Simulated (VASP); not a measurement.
# A VASP study of In2Pt3 (PBEsol): structure first, properties next, part 6 of 7

What structure does In2Pt3 take at this level, and what are its properties? The start is a computed cell from the Materials Project.

VASP 6.6.1; PBEsol; plane waves and PAW (In_d, Pt).

Still holding for the runs below: The k-mesh is coarse for a metal.

So far. Step 6 (Total and projected DOS (PBEsol)): The finer mesh and the other smearing move the Fermi level by -0.01 eV from the 4×4×2 run, a small shift, which tests the Fermi level alone. Of the states within 0.3 eV of the Fermi level, the largest shares in the PAW spheres are Pt d 53 %, Pt p 13 % and In p 8 %. The rest lies in smaller channels or between the spheres. Step 7 (Volume scan with PBEsol, volume scale 0.94): The pressure here is 12.55 GPa.

**8. Volume scan with PBEsol, volume scale 0.96**

INCAR

```
SYSTEM = In2Pt3
PREC = Accurate
ENCUT = 400
EDIFF = 1E-06
NELM = 100
ISMEAR = 1
SIGMA = 0.2
LREAL = .FALSE.
ALGO = Normal
GGA = PS
NBANDS = 138
LASPH = .TRUE.
LORBIT = 11
LWAVE = .FALSE.
LCHARG = .FALSE.
KPAR = 4
NCORE = 2
ISIF = 2
```

POSCAR

```
In2Pt3
1.0
    5.4977888025      0.0000000000      0.0000000000
   -2.7488944012      4.7612247675      0.0000000000
    0.0000000000      0.0000000000     13.5885535367
In Pt
8 12
Direct
    0.0000000000      0.0000000000      0.2500000000
    0.0000000000      0.0000000000      0.7500000000
    0.3333333300      0.6666666700      0.2500000000
    0.6666666700      0.3333333300      0.7500000000
    0.3333333300      0.6666666700      0.9160549550
    0.3333333300      0.6666666700      0.5839450450
    0.6666666700      0.3333333300      0.0839450450
    0.6666666700      0.3333333300      0.4160549550
    0.1657347159      0.3314694418      0.0895791287
    0.6685305582      0.8342652841      0.0895791287
    0.1657347159      0.8342652841      0.0895791287
    0.6685305582      0.8342652841      0.4104208713
    0.1657347159      0.3314694418      0.4104208713
    0.1657347159      0.8342652841      0.4104208713
    0.8342652841      0.6685305582      0.9104208713
    0.3314694418      0.1657347159      0.9104208713
    0.8342652841      0.1657347159      0.9104208713
    0.3314694418      0.1657347159      0.5895791287
    0.8342652841      0.6685305582      0.5895791287
    0.8342652841      0.1657347159      0.5895791287
```

KPOINTS

```
Automatic mesh
0
Gamma
4 4 2
0 0 0
```

The projector-augmented-wave data sets are In_d and Pt (PBE family, release 64).

Launch:

```bash
> mpirun -np 8 vasp_std
```

Log:

```text
[... set-up lines as in an earlier step ...]
 entering main loop
       N       E                     dE             d eps       ncg     rms          rms(c)
DAV:   1     0.271440150663E+04    0.27144E+04   -0.79522E+04  2216   0.181E+03
DAV:   2     0.408077784175E+03   -0.23063E+04   -0.22067E+04  2240   0.533E+02
DAV:   3    -0.739323393946E+02   -0.48201E+03   -0.43180E+03  2274   0.223E+02
DAV:   4    -0.120731556414E+03   -0.46799E+02   -0.44298E+02  2872   0.730E+01
DAV:   5    -0.122122882145E+03   -0.13913E+01   -0.13839E+01  3144   0.119E+01    0.389E+01
DAV:   6    -0.117809009167E+03    0.43139E+01   -0.10912E+01  2424   0.123E+01    0.182E+01
DAV:   7    -0.116937647926E+03    0.87136E+00   -0.16505E+00  3056   0.942E+00    0.589E+00
DAV:   8    -0.116877060370E+03    0.60588E-01   -0.52084E-01  2784   0.397E+00    0.133E+00
DAV:   9    -0.116871592499E+03    0.54679E-02   -0.56452E-02  3136   0.137E+00    0.926E-01
DAV:  10    -0.116870451554E+03    0.11409E-02   -0.89038E-03  2896   0.448E-01    0.250E-01
DAV:  11    -0.116870585817E+03   -0.13426E-03   -0.11843E-03  2456   0.200E-01    0.605E-02
DAV:  12    -0.116870596999E+03   -0.11182E-04   -0.13289E-04  3128   0.971E-02    0.308E-02
DAV:  13    -0.116870599746E+03   -0.27476E-05   -0.23099E-05  3128   0.240E-02    0.108E-02
DAV:  14    -0.116870600542E+03   -0.79599E-06   -0.28890E-06  1904   0.118E-02
   1 F= -.11687060E+03 E0= -.11687264E+03  d E =0.611070E-02
```

It took 37 s on 8 MPI ranks of AMD EPYC 9R45, shared host; peak memory 2.2 GiB; 4.3 min of CPU time.

Parts of OUTCAR (step 8):

```text
   ENCUT  =  400.0 eV  29.40 Ry    5.42 a.u.   8.97  8.97 22.16*2*pi/ulx,y,z

   NELECT =     224.0000    total number of electrons

 E-fermi :  10.0936

 k-point     1 :       0.0000    0.0000    0.0000
  band No.  band energies     occupation
    ...
    107       9.3752      2.00000
    108       9.5734      2.00146
    109       9.5734      2.00146
    110       9.9481      1.93843
    111       9.9481      1.93843
    112      10.1842      0.31367
    113      10.3692     -0.06512
    114      10.3699     -0.06486
    115      10.4591     -0.02680
    116      10.4601     -0.02644
    ...

  Total       18.0775286     18.0775286     16.0042528      0.0000000      0.0000000     -0.0000000
  in kB       81.4272322     81.4272322     72.0885051      0.0000000      0.0000000     -0.0000000
  external PRESSURE =      78.3143231 kB  Pullay stress =       0.0000000 kB

 POSITION                                       TOTAL-FORCE (eV/Angst)
 -----------------------------------------------------------------------------------
      0.00000      0.00000      3.39714        -0.000000     -0.000000      0.000000
      0.00000      0.00000     10.19142        -0.000000     -0.000000      0.000000
     -0.00000      3.17415      3.39714        -0.000000     -0.000000      0.000000
      2.74889      1.58707     10.19142        -0.000000     -0.000000      0.000000
     -0.00000      3.17415     12.44786        -0.000000     -0.000000     -0.269932
     -0.00000      3.17415      7.93497        -0.000000     -0.000000      0.269932
      2.74889      1.58707      1.14069        -0.000000     -0.000000      0.269932
      2.74889      1.58707      5.65359        -0.000000     -0.000000     -0.269932
     -0.00000      1.57820      1.21725         0.000000      0.024569     -0.024230
      1.38213      3.97212      1.21725        -0.021277     -0.012284     -0.024230
     -1.38213      3.97212      1.21725         0.021277     -0.012284     -0.024230
      1.38213      3.97212      5.57703        -0.021277     -0.012284      0.024230
     -0.00000      1.57820      5.57703         0.000000      0.024569      0.024230
     -1.38213      3.97212      5.57703         0.021277     -0.012284      0.024230
      2.74889      3.18302     12.37130        -0.000000     -0.024569      0.024230
      1.36676      0.78910     12.37130         0.021277      0.012284      0.024230
      4.13103      0.78910     12.37130        -0.021277      0.012284      0.024230
      1.36676      0.78910      8.01153         0.021277      0.012284     -0.024230
      2.74889      3.18302      8.01153        -0.000000     -0.024569     -0.024230
      4.13103      0.78910      8.01153        -0.021277      0.012284     -0.024230
 -----------------------------------------------------------------------------------
    total drift:                               -0.000000      0.000000     -0.000000

  FREE ENERGIE OF THE ION-ELECTRON SYSTEM (eV)
  ---------------------------------------------------
  free  energy   TOTEN  =      -116.8706005425 eV

  energy  without entropy=     -116.8767112435  energy(sigma->0) =     -116.87263744

[... 5 parts as in an earlier step ...]

[... 11 further parts left out ...]
```

This step gave:

```
free energy (TOTEN)     : -116.8706 eV
energy at zero smearing : -116.8726 eV
Fermi energy            : 10.09 eV
pressure                : 7.831 GPa
```

Force by atom:

| atom | x (eV/Å) | y (eV/Å) | z (eV/Å) | size |
| --- | --- | --- | --- | --- |
| In1 | 0.000 | 0.000 | 0.000 | 0.000 |
| In2 | 0.000 | 0.000 | 0.000 | 0.000 |
| In3 | 0.000 | 0.000 | 0.000 | 0.000 |
| In4 | 0.000 | 0.000 | 0.000 | 0.000 |
| In5 | 0.000 | 0.000 | -0.270 | 0.270 |
| In6 | 0.000 | 0.000 | 0.270 | 0.270 |
| In7 | 0.000 | 0.000 | 0.270 | 0.270 |
| In8 | 0.000 | 0.000 | -0.270 | 0.270 |
| Pt9 | 0.000 | 0.025 | -0.024 | 0.035 |
| Pt10 | -0.021 | -0.012 | -0.024 | 0.035 |
| Pt11 | 0.021 | -0.012 | -0.024 | 0.035 |
| Pt12 | -0.021 | -0.012 | 0.024 | 0.035 |
| Pt13 | 0.000 | 0.025 | 0.024 | 0.035 |
| Pt14 | 0.021 | -0.012 | 0.024 | 0.035 |
| Pt15 | 0.000 | -0.025 | 0.024 | 0.035 |
| Pt16 | 0.021 | 0.012 | 0.024 | 0.035 |
| Pt17 | -0.021 | 0.012 | 0.024 | 0.035 |
| Pt18 | 0.021 | 0.012 | -0.024 | 0.035 |
| Pt19 | 0.000 | -0.025 | -0.024 | 0.035 |
| Pt20 | -0.021 | 0.012 | -0.024 | 0.035 |

The pressure falls from 12.55 to 7.83 GPa.

The run ends at a pressure of 7.83 GPa, with forces up to 0.27 eV/Å.

**9. Volume scan with PBEsol, volume scale 0.98**

INCAR is that of step 8.

Changes to POSCAR since step 8:

```diff
@@ -2,5 +2,5 @@
 1.0
-    5.4977888025      0.0000000000      0.0000000000
-   -2.7488944012      4.7612247675      0.0000000000
-    0.0000000000      0.0000000000     13.5885535367
+    5.5357057855      0.0000000000      0.0000000000
+   -2.7678528927      4.7940618381      0.0000000000
+    0.0000000000      0.0000000000     13.6822706605
 In Pt
```

KPOINTS is that of step 8.

Launch:

```bash
> mpirun -np 8 vasp_std
```

Log:

```text
[... set-up lines as in an earlier step ...]
 entering main loop
       N       E                     dE             d eps       ncg     rms          rms(c)
DAV:   1     0.269269959104E+04    0.26927E+04   -0.79638E+04  2208   0.180E+03
DAV:   2     0.387482627804E+03   -0.23052E+04   -0.22047E+04  2296   0.529E+02
DAV:   3    -0.756462324994E+02   -0.46313E+03   -0.41551E+03  2266   0.220E+02
DAV:   4    -0.120897826572E+03   -0.45252E+02   -0.42449E+02  2864   0.701E+01
[...]
DAV:  13    -0.117140466900E+03   -0.23713E-05   -0.22288E-05  3112   0.231E-02    0.113E-02
DAV:  14    -0.117140468222E+03   -0.13221E-05   -0.32177E-06  1928   0.932E-03    0.280E-03
DAV:  15    -0.117140468549E+03   -0.32651E-06   -0.40200E-07  1464   0.328E-03
   1 F= -.11714047E+03 E0= -.11714270E+03  d E =0.669600E-02
```

Run time: 40 s. Hardware: 8 MPI ranks; peak memory 2.2 GiB.

Parts of OUTCAR (step 9):

```text
  Total        8.6319645      8.6319645      7.6680929      0.0000000      0.0000000      0.0000000
  in kB       38.0877590     38.0877590     33.8347628      0.0000000      0.0000000      0.0000000
  external PRESSURE =      36.6700936 kB  Pullay stress =       0.0000000 kB

 POSITION                                       TOTAL-FORCE (eV/Angst)
 -----------------------------------------------------------------------------------
      0.00000      0.00000      3.42057         0.000000     -0.000000     -0.000000
      0.00000      0.00000     10.26170         0.000000     -0.000000     -0.000000
     -0.00000      3.19604      3.42057         0.000000     -0.000000     -0.000000
      2.76785      1.59802     10.26170         0.000000     -0.000000     -0.000000
     -0.00000      3.19604     12.53371         0.000000     -0.000000     -0.129350
     -0.00000      3.19604      7.98969         0.000000     -0.000000      0.129350
      2.76785      1.59802      1.14856         0.000000     -0.000000      0.129350
      2.76785      1.59802      5.69258         0.000000     -0.000000     -0.129350
     -0.00000      1.58909      1.22565         0.000000      0.010860     -0.013052
      1.39166      3.99952      1.22565        -0.009405     -0.005430     -0.013052
     -1.39166      3.99952      1.22565         0.009405     -0.005430     -0.013052
      1.39166      3.99952      5.61549        -0.009405     -0.005430      0.013052
     -0.00000      1.58909      5.61549         0.000000      0.010860      0.013052
     -1.39166      3.99952      5.61549         0.009405     -0.005430      0.013052
[...]
-----------------------------------------------------------------------------------
    total drift:                               -0.000000      0.000000     -0.000000

  FREE ENERGIE OF THE ION-ELECTRON SYSTEM (eV)
  ---------------------------------------------------
  free  energy   TOTEN  =      -117.1404685486 eV

  energy  without entropy=     -117.1471645511  energy(sigma->0) =     -117.14270055

[... 1 part as in an earlier step ...]

[... 2 further parts left out ...]
[key lines of the parts left out:]
E-fermi :   9.7553
```

The pressure falls from 7.83 to 3.67 GPa.

The run ends at a pressure of 3.67 GPa, with forces up to 0.13 eV/Å.

**10. Volume scan with PBEsol, volume scale 1**

INCAR is that of step 9.

Changes to POSCAR since step 9:

```diff
@@ -2,5 +2,5 @@
 1.0
-    5.5357057855      0.0000000000      0.0000000000
-   -2.7678528927      4.7940618381      0.0000000000
-    0.0000000000      0.0000000000     13.6822706605
+    5.5731103376      0.0000000000      0.0000000000
+   -2.7865551688      4.8264551304      0.0000000000
+    0.0000000000      0.0000000000     13.7747212396
 In Pt
```

KPOINTS is that of step 9.

Launch:

```bash
> mpirun -np 8 vasp_std
```

Log:

```text
[... set-up lines as in an earlier step ...]
 entering main loop
       N       E                     dE             d eps       ncg     rms          rms(c)
DAV:   1     0.265759707993E+04    0.26576E+04   -0.80389E+04  2208   0.178E+03
DAV:   2     0.379577910462E+03   -0.22780E+04   -0.21785E+04  2248   0.521E+02
DAV:   3    -0.752647801979E+02   -0.45484E+03   -0.40661E+03  2260   0.217E+02
DAV:   4    -0.120859727404E+03   -0.45595E+02   -0.42508E+02  2856   0.692E+01
[...]
DAV:  13    -0.117229450619E+03   -0.20125E-05   -0.21841E-05  3104   0.209E-02    0.127E-02
DAV:  14    -0.117229452833E+03   -0.22139E-05   -0.38119E-06  1888   0.744E-03    0.432E-03
DAV:  15    -0.117229453014E+03   -0.18089E-06   -0.34100E-07  1496   0.378E-03
   1 F= -.11722945E+03 E0= -.11723188E+03  d E =0.726775E-02
```

Elapsed: 40 s, on 8 MPI ranks; peak memory 2.3 GiB; 4.6 min of CPU time.

From OUTCAR (step 10):

```text
  Total       -0.0145257     -0.0145257      0.0179908      0.0000000      0.0000000      0.0000000
  in kB       -0.0628114     -0.0628114      0.0777949      0.0000000      0.0000000      0.0000000
  external PRESSURE =      -0.0159426 kB  Pullay stress =       0.0000000 kB

 POSITION                                       TOTAL-FORCE (eV/Angst)
 -----------------------------------------------------------------------------------
      0.00000      0.00000      3.44368        -0.000000      0.000000     -0.000000
      0.00000      0.00000     10.33104        -0.000000      0.000000      0.000000
     -0.00000      3.21764      3.44368        -0.000000      0.000000     -0.000000
      2.78656      1.60882     10.33104        -0.000000      0.000000     -0.000000
     -0.00000      3.21764     12.61840        -0.000000      0.000000     -0.001532
     -0.00000      3.21764      8.04368        -0.000000      0.000000      0.001532
      2.78656      1.60882      1.15632        -0.000000      0.000000      0.001532
      2.78656      1.60882      5.73104        -0.000000      0.000000     -0.001532
     -0.00000      1.59982      1.23393        -0.000000     -0.001397     -0.002132
      1.40107      4.02654      1.23393         0.001210      0.000699     -0.002132
     -1.40107      4.02654      1.23393        -0.001210      0.000699     -0.002132
      1.40107      4.02654      5.65343         0.001210      0.000699      0.002132
     -0.00000      1.59982      5.65343        -0.000000     -0.001397      0.002132
     -1.40107      4.02654      5.65343        -0.001210      0.000699      0.002132
[...]
-----------------------------------------------------------------------------------
    total drift:                               -0.000000      0.000000     -0.000000

  FREE ENERGIE OF THE ION-ELECTRON SYSTEM (eV)
  ---------------------------------------------------
  free  energy   TOTEN  =      -117.2294530141 eV

  energy  without entropy=     -117.2367207686  energy(sigma->0) =     -117.23187560

[... 2 parts as in an earlier step ...]

[... 1 further part left out ...]
[key lines of the parts left out:]
E-fermi :   9.4320
```

The pressure falls from 3.67 to 0.00 GPa.

The run ends at a pressure of 0.00 GPa, with forces up to 0.0025 eV/Å.

**11. Volume scan with PBEsol, volume scale 1.02**

INCAR is that of step 10.

Changes to POSCAR since step 10:

```diff
@@ -2,5 +2,5 @@
 1.0
-    5.5731103376      0.0000000000      0.0000000000
-   -2.7865551688      4.8264551304      0.0000000000
-    0.0000000000      0.0000000000     13.7747212396
+    5.6100194287      0.0000000000      0.0000000000
+   -2.8050097144      4.8584193409      0.0000000000
+    0.0000000000      0.0000000000     13.8659472176
 In Pt
```

KPOINTS is that of step 10.

Launch:

```bash
> mpirun -np 8 vasp_std
```

Log:

```text
[... set-up lines as in an earlier step ...]
 entering main loop
       N       E                     dE             d eps       ncg     rms          rms(c)
DAV:   1     0.263205705891E+04    0.26321E+04   -0.80243E+04  2216   0.178E+03
DAV:   2     0.370977526156E+03   -0.22611E+04   -0.21613E+04  2280   0.518E+02
DAV:   3    -0.781374841252E+02   -0.44912E+03   -0.40019E+03  2286   0.217E+02
DAV:   4    -0.121036627854E+03   -0.42899E+02   -0.40717E+02  2880   0.683E+01
[...]
DAV:  13    -0.117158677698E+03   -0.29554E-05   -0.21302E-05  3088   0.197E-02    0.117E-02
DAV:  14    -0.117158680240E+03   -0.25417E-05   -0.44013E-06  1912   0.729E-03    0.444E-03
DAV:  15    -0.117158680425E+03   -0.18511E-06   -0.43372E-07  1544   0.485E-03
   1 F= -.11715868E+03 E0= -.11716127E+03  d E =0.776988E-02
```

The job ended after 44 s (8 MPI ranks; peak memory 2.5 GiB; 5.1 min of CPU time).

From OUTCAR (step 11):

```text
  Total       -7.9417182     -7.9417182     -7.0065293      0.0000000      0.0000000      0.0000000
  in kB      -33.6679092    -33.6679092    -29.7032946      0.0000000      0.0000000      0.0000000
  external PRESSURE =     -32.3463710 kB  Pullay stress =       0.0000000 kB

 POSITION                                       TOTAL-FORCE (eV/Angst)
 -----------------------------------------------------------------------------------
      0.00000      0.00000      3.46649        -0.000000      0.000000     -0.000000
      0.00000      0.00000     10.39946         0.000000      0.000000     -0.000000
     -0.00000      3.23895      3.46649        -0.000000      0.000000     -0.000000
      2.80501      1.61947     10.39946         0.000000      0.000000     -0.000000
     -0.00000      3.23895     12.70197         0.000000      0.000000      0.113204
     -0.00000      3.23895      8.09695         0.000000      0.000000     -0.113204
      2.80501      1.61947      1.16398        -0.000000      0.000000     -0.113204
      2.80501      1.61947      5.76900        -0.000000      0.000000      0.113204
     -0.00000      1.61042      1.24210         0.000000     -0.012132      0.008820
      1.41035      4.05321      1.24210         0.010506      0.006066      0.008820
     -1.41035      4.05321      1.24210        -0.010506      0.006066      0.008820
      1.41035      4.05321      5.69087         0.010506      0.006066     -0.008820
     -0.00000      1.61042      5.69087         0.000000     -0.012132     -0.008820
     -1.41035      4.05321      5.69087        -0.010506      0.006066     -0.008820
[...]
-----------------------------------------------------------------------------------
    total drift:                               -0.000000     -0.000000     -0.000000

  FREE ENERGIE OF THE ION-ELECTRON SYSTEM (eV)
  ---------------------------------------------------
  free  energy   TOTEN  =      -117.1586804248 eV

  energy  without entropy=     -117.1664503040  energy(sigma->0) =     -117.16127038

[... 1 part as in an earlier step ...]

[... 2 further parts left out ...]
[key lines of the parts left out:]
E-fermi :   9.1231
```

The pressure falls from 0.00 to -3.23 GPa.

The run ends at a pressure of -3.23 GPa, with forces up to 0.11 eV/Å.

(Part 6 of 7 ends here.)

[Lines on the potential files, build, host, timing and source positions are cut from VASP's logs without a mark.]

[Logs are printed without paths, hosts, clocks, repeated set-up lines and the standing remarks that a program may print on its own settings, such as how far it seeks lower states.]

[Hosts, paths, dates, database ids (printed as entryN), source tags and the programs' standing remarks are cut or masked in the printed files.]

[A measured line is paired with the nearest computed mode of its activity, which favours agreement.]
